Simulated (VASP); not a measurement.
```
GeSi
1.0
    3.74500     0.00000     0.00000
   -1.87250     3.24327     0.00000
    0.00000     0.00000     5.21961
Ge Si
2 2
Direct
  0.00000   0.00000   0.00000
  0.00000   0.00000   0.50000
  0.33333   0.66667   0.25000
  0.66667   0.33333   0.75000
```

The base run (VASP): PBE GGA, plane waves, VASP's PBE PAW potentials (set 64). Numerical set-up: 400 eV cut-off, 9×9×6 Γ-centred mesh, first-order Methfessel-Paxton smearing of 0.10 eV, potentials Ge_d Si.

One setting is varied; ΔE counts from the base run. The base run took about 30 core-seconds. Times come from single runs on busy shared machines, so they are rough: good to a factor of about 2.

The base run's pressure lies -0.28 GPa from that at 750 eV (Pulay error).

| setting | cost over the base run | electronic steps | ΔE (meV/atom) | pressure (GPa) |
|---|---|---|---|---|
| base run | reference | 11 | 0.0 | 19.09 |
| SYMPREC = 1E-3 | within a factor of 2 | 11 | 0.0 | 19.09 |
| ISYM = 1 | within a factor of 2 | 11 | 0.0 | 19.09 |
| ISYM = 0 | about 5 times | 11 | 0.0 | 19.11 |
| ISYM = -1 | ___ | 11 | 0.0 | 19.11 |

Question: Fill in the missing entries.

Answer: 
- ISYM = -1, cost over the base run: about 10 times

Left out are runs that failed, have no time on record or changed the cell.

The structure was generated: SiGe was put into the NiAs type (P6_3/mmc), which need not be its known phase. The cell was not relaxed at this level.
